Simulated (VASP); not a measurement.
HfC (rock salt) is relaxed at rising pressure, each step from the one before. Symmetry mostly holds the structure type, and other phases were not tried. The mesh follows the cell, and a change of mesh leaves a small step in the series.

```cif
data_CHf
_chemical_formula_sum 'Hf1 C1'
_space_group_name_H-M_alt 'P 1'
_space_group_IT_number 1
_cell_length_a 3.25561
_cell_length_b 3.25561
_cell_length_c 3.25561
_cell_angle_alpha 60.000
_cell_angle_beta 60.000
_cell_angle_gamma 60.000
loop_
_space_group_symop_operation_xyz
  'x, y, z'
loop_
_atom_site_label
_atom_site_type_symbol
_atom_site_fract_x
_atom_site_fract_y
_atom_site_fract_z
_atom_site_occupancy
Hf1 Hf 0.00000 0.00000 0.00000 1
C1 C 0.50000 0.50000 0.50000 1
```

Level of theory: PBEsol GGA, VASP's PBE PAW potentials (set 64) (plane waves; VASP 6.6.1). Settings: 620 eV cut-off, 14×14×14 Γ-centred mesh, first-order Methfessel-Paxton smearing of 0.10 eV, potentials Hf_pv C.

Unless said otherwise, spin-orbit coupling is left out, though it shifts the bands of the heavy elements here.

| P (GPa) | V (Å³/atom) | H − H(0) (eV/atom) | space group | gap on the mesh (eV) | k-mesh |
|---|---|---|---|---|---|
| 0 | 12.20 | 0.000 | Fm-3m | 0.00 | 14×14×14 |
| 5 | 11.97 | 0.377 | Fm-3m | 0.00 | 14×14×14 |
| 10 | 11.77 | 0.748 | Fm-3m | 0.00 | 14×14×14 |
| 20 | 11.40 | 1.471 | Fm-3m | 0.00 | 14×14×14 |
| 30 | 11.08 | 2.172 | Fm-3m | 0.00 | 14×14×14 |
| 45 | 10.66 | 3.189 | Fm-3m | 0.00 | 14×14×14 |

Pressures at which the relaxation failed are left out.

The compound is HfC in the rock salt structure.
